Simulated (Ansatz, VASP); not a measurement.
# Cross-check of Mg (Magnesium) between VASP and Ansatz

One calculation is typed for both programs; each brings its own data sets. How far apart do they land? Of the first pair: The structure shown is the end of the Ansatz relaxation below.

Method: plane waves, with VASP 6.6.1 beside it; single point at LDA and zone-centre phonons at LDA, in Ansatz 0.2.0.

## 1. Set-up

Symmetry: P6_3/mmc, No. 194, hexagonal system. The conventional cell has a = 3.191 Å, b = 3.191 Å, c = 5.095 Å, α = 90.00°, β = 90.00°, γ = 120.00°. Nearest to Mg lie 12 Mg at 3.14 to 3.19 Å.

## 2. Ansatz: relaxation, LDA

Ansatz runs on its PAW soft_1 files.

This run makes the geometry at which the two programs are then compared.

Contents of input.yaml:

```yaml
crystal:
  lattice:
    - [3.1903882385, 0.0, 0.0]
    - [-1.5951941193, 2.7629572625, 0.0]
    - [0.0, 0.0, 5.0969379282]
  atoms:
    - { symbol: Mg, position: [0.3333333333, 0.6666666667, 0.25] }
    - { symbol: Mg, position: [0.6666666667, 0.3333333333, 0.75] }
kpoints:
  mp_grid: { grid: [15, 15, 8] }
hamiltonian:
  xc: lda
  pseudopotentials: { kind: paw, azcp: { folder: soft_1 }, xc_functional: pbe }
scf:
  occupations: { method: methfessel_paxton, width: 0.2 }
output:
  forces: true
  stress: true
  eigenvalues: true
relax:
  adjacent_minimum: "off"
  f_tol: 0.001
  max_steps: 60
  cell: { stress_tol: 0.01, fix: [volume] }
```

Launch:

```bash
ansatz run input.yaml --threads 4 --pin off --max-ram 10240MiB --backend cpu --events-out ev --progress --plain --runs-dir out
```

Numbers of over 12 decimals in the logs are rounded to 6 here.

Log:

```text
Engine: ansatz 0.2.0, aarch64-unknown-linux-gnu
Pseudopotentials: kind: paw
Pseudopotential: Mg, paw, valence charge 10, recommended cutoff 420 eV (normal), soft_1/Mg.paw.azcp
Functional definition: SPW92
  exchange = slater_x
  correlation = pw_c
Crystal: 2 atoms, lattice volume = 44.929 Å³
Basis set: ecut = 420 eV, 881 PW (Γ)
Bands: 14, of which v1, the nominal top of the filled ones, is band 10 counted from 1 (9 counted from 0)
Symmetry: 24 space group operations
Space group: P63/mmc (ITA 194), of the structure as read, at distance tolerance 3.6e-5 Å
k-points: 135 of 1800
Non-local potential: Mg, projectors of the file, l = 0: 3, l = 1: 2, l = 2: 1
PAW form: soft (Blöchl's): semilocal exchange-correlation on the pseudo side does not see the compensation charge
PAW frozen core: Mg, regenerated for the run's functional, and the local potential with it (the file was generated under x = pbe(κ = 0.804, μ = 0.219515), c = pbe(β = 0.066725))
PAW one-centre angular grid: Mg, 110 points (default); XC on 64 Gauss nodes
Initial density: superposition of atomic densities (chi_scale 0.1, normalization cell)
Initial wavefunctions: pseudopotential atomic-orbital guess
Functional: x = slater, c = lda
SCF iter   1: F=—  HF=-3803.248223 eV  |F-HF|=—  |Δ(HF+E_count)|=         —  Δρ=1.46e-2  dr2=1.09e-1  ethr=3.10e-3  ⟨swp⟩=5.0  Hψ=9526  notcnv=0
preconditioner: auto → none  [metal: Δε(μ)=0.024 eV  Ē_g=6.965 eV  σ=0.200 eV  W_gap=0.10  n_scr=8 (ndim 8)  ℏωp=11.1 eV  f_vac=0.000  D(μ)=0.96/eV (n_scr^D=2)  sad-step TF]
SCF iter   2: F=—  HF=-3803.220077 eV  |F-HF|=—  |Δ(HF+E_count)|=   2.81e-2  S|Δr|=    0.00e0  Δρ=9.25e-3  dr2=5.06e-2  ethr=5.45e-4  ⟨swp⟩=1.0  Hψ=2970  notcnv=0
SCF iter   3: F=—  HF=-3803.200491 eV  |F-HF|=—  |Δ(HF+E_count)|=   1.96e-2  S|Δr|=    0.00e0  Δρ=9.15e-4  dr2=5.00e-4  ethr=2.53e-4  ⟨swp⟩=2.3  Hψ=2866  notcnv=0
SCF iter   4: F=—  HF=-3803.200469 eV  |F-HF|=—  |Δ(HF+E_count)|=   2.13e-5  S|Δr|=    0.00e0  Δρ=1.35e-4  dr2=2.09e-6  ethr=2.50e-6  ⟨swp⟩=3.0  Hψ=3279  notcnv=0
SCF iter   5: F=—  HF=-3803.200475 eV  |F-HF|=—  |Δ(HF+E_count)|=   6.04e-6  S|Δr|=    0.00e0  Δρ=3.17e-6  dr2=2.36e-9  ethr=5.00e-10  ⟨swp⟩=7.0  Hψ=9502  notcnv=0
SCF iter   6: F=-3803.200475 eV  HF=-3803.200475 eV  |F-HF|=0.00e0  |Δ(HF+E_count)|=   7.26e-9  S|Δr|=    0.00e0  Δρ=1.90e-7  dr2=1.01e-11  ethr=1.18e-11  ⟨swp⟩=1.1  Hψ=5679  notcnv=0
SCF 1 converged in 6 iterations: F = -3803.200475 eV  dr2 = 1.01e-11
  greatest PAW one-centre occupation: 1.000 electrons in one spin orbital (limit 2), on the Mg atom at site 1 (counted from 0), in its partial waves of l = 1
relax step   1: F+E_penalty+E_count = -3803.20047545 eV  Δ(F+E_penalty+E_count) = +0.000e0 eV  max|allowed force component| = 4.626e-17 eV/Å  Δτ_max = 0.0000 Å  P = -1.436 GPa  Ω = 44.929 Å³  fix = [volume]  reactions: volume -1.436 GPa  (6 SCF iters, dr2 threshold 1.00e-7 eV, accepted)
[...]
relax step   2: F+E_penalty+E_count = -3803.20047707 eV  Δ(F+E_penalty+E_count) = -1.626e-6 eV  max|allowed force component| = 2.313e-17 eV/Å  Δτ_max = 0.0000 Å  P = -1.435 GPa  Ω = 44.929 Å³  energy of the carried Pulay correction = -2.293e-8 eV  fix = [volume]  reactions: volume -1.435 GPa  (3 SCF iters, dr2 threshold 1.25e-9 eV, accepted)
[...]
relax step   3: F+E_penalty+E_count = -3803.20047747 eV  Δ(F+E_penalty+E_count) = -3.972e-7 eV  max|allowed force component| = 3.238e-17 eV/Å  Δτ_max = 0.0000 Å  P = -1.435 GPa  Ω = 44.929 Å³  energy of the carried Pulay correction = -4.160e-8 eV  fix = [volume]  reactions: volume -1.435 GPa  (3 SCF iters, dr2 threshold 2.53e-10 eV, accepted)
[...]
relax step   4: F+E_penalty+E_count = -3803.20047772 eV  Δ(F+E_penalty+E_count) = -2.519e-7 eV  max|allowed force component| = 2.776e-17 eV/Å  Δτ_max = 0.0000 Å  P = -1.435 GPa  Ω = 44.929 Å³  fix = [volume]  reactions: volume -1.435 GPa  stress off target by 2.87e-5 GPa on what of the cell is left free  SCF on the basis re-selected at this cell (its energy is not comparable with the rows above)  (4 SCF iters)
basis re-selected at this cell: Δ(F+E_penalty+E_count) = -2.519e-7 eV, ΔP = -0.000 GPa vs the last step (what re-selecting the basis moved, of the pressure what is left beyond the Pulay correction that the steps carried, after the strain that the cell walked since its last selection, with what the two solves' SCF thresholds leave and, on support functions, any second-order correction that the steps lacked; it is no m [...]
SCF converged after 4 iterations
Stability not checked: this state was not tested for a lower state beside it, because cold or Methfessel-Paxton smearing, or corrected tetrahedra, fill the levels in a way that the test cannot read (fill_not_monotonic; see scf.lower_state_search)
Free energy (F): -3803.200478 eV
Harris-Foulkes:  -3803.200478 eV  (|F-HF|=4.55e-13)
Internal energy: -3803.198510 eV  (E = F + TS)
E sigma→0 (E₀):  -3803.199986 eV
Entropy (-TS):   -0.001968 eV (-0.984 meV/atom)
Fermi energy:    5.586328 eV
--- Per-component energies (eV) ---
  E_band       = -713.255858
  E_kinetic    = 139.301153
  E_local      = -3410.354566  (includes V_loc(G=0)·N_el)
  E_nonlocal   = 392.130813
  E_hartree    = 1161.126343
  E_xc         = -51.668737
  E_vxc        = -67.117909  (∫ρ·V_xc dr)
  E_paw        = -560.227595  (= ΣΔE_a)
  E_vpaw       = -89.467762  (= ΣTr[D̂ρ^β])
  E_aug_tail   = -0.000262  (compensation charges beyond the density's cutoff)
  E_ewald      = -1473.806618
  E_core_change = 0.300959  (= ΣΔE_core)
  E_smearing   = -0.001968  (= −TS)
  E_closure    = -0.000000  (closes the sum)
  Σ components = -3803.200478   (vs F -3803.200478, Δ=0.00e0)
--- Forces (eV/Å), atoms counted from 1 ---
  atom   1  Mg     0.00000000    -0.00000000     0.00000000
  atom   2  Mg    -0.00000000     0.00000000    -0.00000000
  max |Σ_I F_I| component: 9.25e-18 eV/Å
--- Stress (GPa, compression-positive) ---
       -1.435210       0.000000       0.000000
        0.000000      -1.435210       0.000000
        0.000000       0.000000      -1.435253
  P = ⅓ Tr σ = -1.4352 GPa (-14.352 kbar)
--- Band table (eV; the first three rows and the last of 135) ---
  k-point 0: bands = [... 6 lower, -37.1267, -37.1266, -1.4163, 4.0036, 4.4759, 16.4250, 16.4250, 16.4681]
  k-point 1: bands = [... 6 lower, -37.1269, -37.1269, -1.3253, 2.9236, 5.7111, 16.4974, 16.4974, 16.5305]
  k-point 2: bands = [... 6 lower, -37.1275, -37.1275, -1.0528, 1.7973, 7.3025, 14.9773, 16.7063, 16.7063]
  k-point 134: bands = [... 6 lower, -37.1333, -37.1333, 5.7646, 5.7646, 6.2738, 6.2738, 7.0586, 7.0586]
--- Relaxed structure (3 steps of the walk, 3 accepted, 1 SCFs on fresh bases) ---
  F+E_penalty+E_count = -3803.20047772 eV   max|allowed force component| = 2.776e-17 eV/Å   (the final SCF, on the basis selected at the relaxed cell)
  cell:  # Å, volume = 44.9290 Å³
    - [3.191087, 2.887385789865483e-11, 0.0]
    - [-1.595544, 2.763563, 0.0]
    - [0.0, 0.0, 5.094704]
  atoms:
    - { symbol: Mg, position: [0.333333, 0.666667, 0.25] }
    - { symbol: Mg, position: [0.666667, 0.333333, 0.75] }
```

The column dr2 measures how far the density is from self-consistency, as an energy; F and HF (Harris–Foulkes) agree once it is small.

## 3. VASP: single point, LDA

The same cell, functional (in two slightly different forms), mesh and smearing now go to VASP, with its own data sets.

Lines of VASP's logs that name or quote its potential files are left out, and so is its time.

Contents of INCAR:

```
SYSTEM = Mg
PREC = Accurate
ENCUT = 600
EDIFF = 1E-06
NELM = 120
ISMEAR = 1
SIGMA = 0.2
LREAL = .FALSE.
ALGO = Normal
GGA = CA
NBANDS = 8
LORBIT = 11
LWAVE = .FALSE.
LCHARG = .FALSE.
ISIF = 2
LASPH = .TRUE.
GGA_COMPAT = .FALSE.
KPAR = 2
```

Contents of POSCAR:

```
Mg
1.0
    3.1910874755      0.0000000000      0.0000000000
   -1.5955437378      2.7635628195      0.0000000000
    0.0000000000      0.0000000000      5.0947044719
Mg
2
Direct
    0.3333333333      0.6666666667      0.2500000000
    0.6666666667      0.3333333333      0.7500000000
```

Contents of KPOINTS:

```
Automatic mesh
0
Gamma
15 15 8
0 0 0
```

Potentials, in the order of the species: Mg (LDA family, release 64).

Launch:

```bash
mpirun -np 2 vasp_std
```

Log:

```text
[banner, memory and clock lines left out]
running    2 mpi-ranks, on    1 nodes
 distrk:  each k-point on    1 cores,    2 groups
 distr:  one band on    1 cores,    1 groups

 POSCAR found type information on POSCAR Mg
 POSCAR found :  1 types and       2 ions
 LDA part: xc-table for (Slater(with rela. corr.)+CA(PZ))
 , standard interpolation
 POSCAR, INCAR and KPOINTS ok, starting setup
 FFT: planning ... GRIDC
 FFT: planning ... GRID_SOFT
 FFT: planning ... GRID
 WAVECAR not read
 entering main loop
       N       E                     dE             d eps       ncg     rms          rms(c)
DAV:   1    -0.111421565326E+01   -0.11142E+01   -0.14146E+03  2160   0.393E+02
DAV:   2    -0.361623150515E+01   -0.25020E+01   -0.23815E+01  2928   0.227E+01
DAV:   3    -0.363051190966E+01   -0.14280E-01   -0.14275E-01  2928   0.218E+00
DAV:   4    -0.363053944375E+01   -0.27534E-04   -0.27534E-04  3056   0.794E-02
DAV:   5    -0.363053948481E+01   -0.41061E-07   -0.41139E-07  3000   0.227E-03    0.945E-01
DAV:   6    -0.361900816514E+01    0.11531E-01   -0.68696E-04  2560   0.162E-01    0.600E-01
DAV:   7    -0.360978115616E+01    0.92270E-02   -0.23753E-03  2296   0.296E-01    0.307E-02
DAV:   8    -0.360977418917E+01    0.69670E-05   -0.14935E-05  3496   0.223E-02    0.671E-03
DAV:   9    -0.360977309679E+01    0.10924E-05   -0.63785E-07  2264   0.403E-03    0.610E-04
DAV:  10    -0.360977309145E+01    0.53457E-08   -0.47177E-09  1464   0.426E-04
   1 F= -.36097731E+01 E0= -.36091239E+01  d E =-.194767E-02
```

OUTCAR, selected parts (step 3):

```text
ion  position               nearest neighbor table
   1  0.333  0.667  0.250-   2 3.14   2 3.14   2 3.14   2 3.14   2 3.14   2 3.14
   2  0.667  0.333  0.750-   1 3.14   1 3.14   1 3.14   1 3.14   1 3.14   1 3.14

  LATTYP: Found a hexagonal cell.
 ALAT       =     3.1910874755
 C/A-ratio  =     1.5965417780

 Subroutine GETGRP returns: Found 24 space group operations
 (whereof 12 operations were pure point group operations)

The static configuration has the point symmetry D_3d.
 The point group associated with its full space group is D_6h.

 Found    135 irreducible k-points:

   k-points           NKPTS =    135   k-points in BZ     NKDIM =    135   number of bands    NBANDS=      8

   dimension x,y,z NGX =    28 NGY =   28 NGZ =   42
   dimension x,y,z NGXF=    56 NGYF=   56 NGZF=   84

   ENCUT  =  600.0 eV  44.10 Ry    6.64 a.u.   6.37  6.37 10.18*2*pi/ulx,y,z

   NELECT =       4.0000    total number of electrons

 k-points in reciprocal lattice and weights: Automatic mesh
   0.00000000  0.00000000  0.00000000       0.001
   0.06666667  0.00000000  0.00000000       0.003
   0.13333333  0.00000000  0.00000000       0.003
   0.20000000  0.00000000  0.00000000       0.003
   0.26666667  0.00000000  0.00000000       0.003
   0.33333333  0.00000000  0.00000000       0.003
   0.40000000  0.00000000  0.00000000       0.003
   0.46666667  0.00000000  0.00000000       0.003
   0.06666667  0.06666667  0.00000000       0.003
[...]
0.33333333  0.26666667  0.50000000       0.007
   0.33333333  0.33333333  0.50000000       0.001

 average (electrostatic) potential at core
       1 -39.2287       2 -39.2287

 E-fermi :   2.5741

 k-point     1 :       0.0000    0.0000    0.0000
  band No.  band energies     occupation
      1      -4.4303      2.00000
      2       0.9856      2.00000
      3       1.4652      2.00000
      4      13.4270      0.00000
      5      13.4270      0.00000
      6      13.4700      0.00000
      7      13.4700      0.00000
      8      14.6066      0.00000

 k-point     2 :       0.0667    0.0000    0.0000
  band No.  band energies     occupation
      1      -4.3427      2.00000
      2       1.0652      2.00000
      3       1.5505      2.00000
      4      11.6628      0.00000
      5      12.4238      0.00000
      6      13.2874      0.00000
      7      14.6046      0.00000
      8      15.4183      0.00000

 k-point     3 :       0.1333    0.0000    0.0000
  band No.  band energies     occupation
      1      -4.0802      2.00000
      2       1.3040      2.00000
      3       1.8041      2.00000
      4       9.6270      0.00000
      5      11.5447      0.00000
      6      12.3706      0.00000
      7      14.4509      0.00000
      8      15.1134      0.00000

  Total       -0.4931723     -0.4931723     -0.4924901      0.0000000     -0.0000000      0.0000000
  in kB      -17.5866141    -17.5866141    -17.5622871      0.0000000     -0.0000000      0.0000000
  external PRESSURE =     -17.5785051 kB  Pullay stress =       0.0000000 kB

  energy-cutoff  :      600.00
  volume of cell :       44.93
      direct lattice vectors                 reciprocal lattice vectors
     3.191087475  0.000000000  0.000000000     0.313372795  0.180925867  0.000000000
    -1.595543738  2.763562820  0.000000000     0.000000000  0.361851735  0.000000000
     0.000000000  0.000000000  5.094704472     0.000000000  0.000000000  0.196282239

 POSITION                                       TOTAL-FORCE (eV/Angst)
 -----------------------------------------------------------------------------------
     -0.00000      1.84238      1.27368        -0.000000      0.000000      0.000000
      1.59554      0.92119      3.82103         0.000000      0.000000      0.000000
 -----------------------------------------------------------------------------------
    total drift:                                0.000000     -0.000000      0.000000

  FREE ENERGIE OF THE ION-ELECTRON SYSTEM (eV)
  ---------------------------------------------------
  free  energy   TOTEN  =        -3.6097730914 eV

  energy  without entropy=       -3.6078254258  energy(sigma->0) =       -3.60912387

 total charge
# of ion       s       p       d       tot
------------------------------------------
    1        0.219   0.134   0.012   0.365
    2        0.219   0.134   0.012   0.365
--------------------------------------------------
tot          0.438   0.268   0.024   0.730

[... 3 further parts left out ...]
```

The run ends at a pressure of -1.76 GPa.

## 4. Differences

Known differences besides the potentials themselves: the two LDA forms differ slightly; the data sets hold 20 valence electrons in Ansatz (on its PAW soft_1 files) and 4 in VASP; the cutoff is 420 eV in Ansatz and 600 eV in VASP; VASP's log shows a relativistic correction to its local exchange, Ansatz's none; Ansatz's pressure holds a Pulay correction, VASP's none. Total energies have different zeros and are not compared.

Compared:

```csv
quantity,Ansatz,VASP,difference
pressure (GPa),-1.44,-1.76,+0.32
```

## 5. Ansatz: zone-centre phonons, LDA, pair 2

Second derivatives magnify differences that forces hide, and they need a tight electronic threshold. The cell compared in this pair holds 38.88 Å³, against 44.93 Å³ for the pair before.

The cell is taken from a series of runs on this material, whose earlier steps may have relaxed, scaled, displaced or heated it; both programs get it as it stands.

input.yaml, the sections that differ from step 2:

```yaml
crystal:
  lattice:
    - [3.0383045946, 0.0, 0.0]
    - [-1.5191522973, 2.6312489633, 0.0]
    - [0.0, 0.0, 4.8634333129]
  atoms:
    - { symbol: Mg, position: [0.3333333333, 0.6666666667, 0.25] }
    - { symbol: Mg, position: [0.6666666667, 0.3333333333, 0.75] }
output:
  eigenvalues: true
phonons:
  method: dfpt
# kpoints, hamiltonian, scf: as in step 2
# relax: removed
```

Launch:

```bash
ansatz run input.yaml --threads 4 --pin off --max-ram 10240MiB --backend cpu --events-out ev --progress --plain --runs-dir out
```

Log:

```text
zone centre: on kpoints.mp_grid the ground state, and the responses unless they are solved on pairs of k-points, stand on 320 of the mesh's 1800 k-points, reduced under 4 symmetry operations, with k and −k counted as one. Each operation leaves every solved displacement unchanged or reverses it
[...]
Crystal: 2 atoms, lattice volume = 38.881 Å³
[...]
k mesh reduced under 4 symmetry operations, with k and −k counted as one. Each operation leaves every solved displacement unchanged or reverses it
  ASR residual: 1.367e-4 → 0.000e0 eV/Å²; symmetrization residual: 5.673e-13 eV/Å²
  ASR residual per site (eV/Å²): 1.37e-4 1.37e-4
  Γ frequencies (cm⁻¹): 0.00 0.00 0.00 149.72 149.72 309.74
  non-analytic LO–TO correction: not included (Born effective charges unavailable; polar crystals: no LO–TO splitting at Γ)
[key lines of the parts left out:]
SCF converged after 7 iterations
Free energy (F): -3803.144804 eV
Fermi energy:    6.862547 eV
```

## 6. VASP: zone-centre phonons, LDA, pair 2

The same cell, functional (in two slightly different forms), mesh and smearing now go to VASP, with its own data sets.

Edit INCAR of step 3 so:

```diff
@@ -3,3 +3,3 @@
 ENCUT = 600
-EDIFF = 1E-06
+EDIFF = 1E-08
 NELM = 120
@@ -15,2 +15,3 @@
 ISIF = 2
+IBRION = 8
 LASPH = .TRUE.
```

Contents of POSCAR:

```
Mg
1.0
    3.0383045946      0.0000000000      0.0000000000
   -1.5191522973      2.6312489633      0.0000000000
    0.0000000000      0.0000000000      4.8634333129
Mg
2
Direct
    0.3333333333      0.6666666667      0.2500000000
    0.6666666667      0.3333333333      0.7500000000
```

KPOINTS is that of step 3.

Launch:

```bash
mpirun -np 2 vasp_std
```

Log:

```text
[... set-up lines as in an earlier step ...]
 entering main loop
       N       E                     dE             d eps       ncg     rms          rms(c)
DAV:   1    -0.688509986674E+00   -0.68851E+00   -0.15360E+03  2160   0.411E+02
DAV:   2    -0.357628843418E+01   -0.28878E+01   -0.27648E+01  2976   0.248E+01
DAV:   3    -0.359026462127E+01   -0.13976E-01   -0.13974E-01  2872   0.220E+00
DAV:   4    -0.359029446408E+01   -0.29843E-04   -0.29842E-04  3056   0.882E-02
[...]
DAV:   9    -0.356651055067E+01    0.12022E-05   -0.98286E-07  2528   0.565E-03    0.603E-04
DAV:  10    -0.356651049269E+01    0.57977E-07   -0.77912E-09  3040   0.576E-04    0.115E-04
DAV:  11    -0.356651049281E+01   -0.11455E-09   -0.10809E-10  1584   0.866E-05
   1 F= -.35665105E+01 E0= -.35662281E+01  d E =-.847084E-03
 Linear response reoptimize wavefunctions to high precision
DAV:   1    -0.356651049281E+01   -0.18332E-11   -0.70672E-12  2344   0.149E-05
 Linear response DOF=           2
 Linear response progress:
  Degree of freedom:   1/  2
[...]
RMM:   8    -0.147435999792E-02    0.35213E-08    0.20073E-10 13373   0.373E-06    0.254E-07
 first order change of Fermi-energy  -0.10797E-07
 force on displaced ion       1 direction 1 :  -1.011   0.000   0.000
 Linear response progress:
  Degree of freedom:   2/  2
       N       E                     dE             d eps       ncg     rms          rms(c)
RMM:   1    -0.494426328706E-02   -0.49443E-02    0.11194E-02  6834   0.314E-01
RMM:   2    -0.435566421431E-02    0.58860E-03    0.86509E-05  4737   0.403E-02    0.349E-02
RMM:   3    -0.434017393274E-02    0.15490E-04    0.35655E-06  4767   0.148E-02    0.149E-02
RMM:   4    -0.438228615331E-02   -0.42112E-04    0.47957E-07  4843   0.732E-03    0.543E-03
RMM:   5    -0.438832287672E-02   -0.60367E-05   -0.29195E-07  4905   0.269E-03    0.236E-04
RMM:   6    -0.438872245991E-02   -0.39958E-06    0.26083E-07  4961   0.242E-04    0.136E-04
RMM:   7    -0.438884577957E-02   -0.12332E-06   -0.12799E-08  5059   0.798E-05    0.651E-06
RMM:   8    -0.438888539240E-02   -0.39613E-07    0.12980E-08  5163   0.129E-05    0.238E-06
RMM:   9    -0.438887708903E-02    0.83034E-08    0.59406E-09  4811   0.491E-06    0.686E-07
 first order change of Fermi-energy  -0.39153E-05
 force on displaced ion       1 direction 3 :   0.000  -0.000  -4.325
 Linear response finished
```

OUTCAR, selected parts (step 6):

```text
  Total        1.1721536      1.1721536      1.1746811      0.0000000      0.0000000      0.0000000
  in kB       48.3013096     48.3013096     48.4054604      0.0000000      0.0000000      0.0000000
  external PRESSURE =      48.3360266 kB  Pullay stress =       0.0000000 kB

 POSITION                                       TOTAL-FORCE (eV/Angst)
 -----------------------------------------------------------------------------------
     -0.00000      1.75417      1.21586         0.000000     -0.000000      0.000000
      1.51915      0.87708      3.64757        -0.000000      0.000000      0.000000
 -----------------------------------------------------------------------------------
    total drift:                               -0.000000      0.000000     -0.000000

[... 1 part as in an earlier step ...]

[... 1 further part left out ...]
```

Energies printed during the response cycles are not total energies of the cell.

[end of part 1 of 2]

[Lines on the potential files, build, host, timing and source positions are cut from VASP's logs without a mark.]

[Logs are printed without paths, hosts, clocks, repeated set-up lines and the standing remarks that a program may print on its own settings, such as how far it seeks lower states.]

[Hosts, paths, dates, database ids (printed as entryN), source tags and the programs' standing remarks are cut or masked in the printed files.]
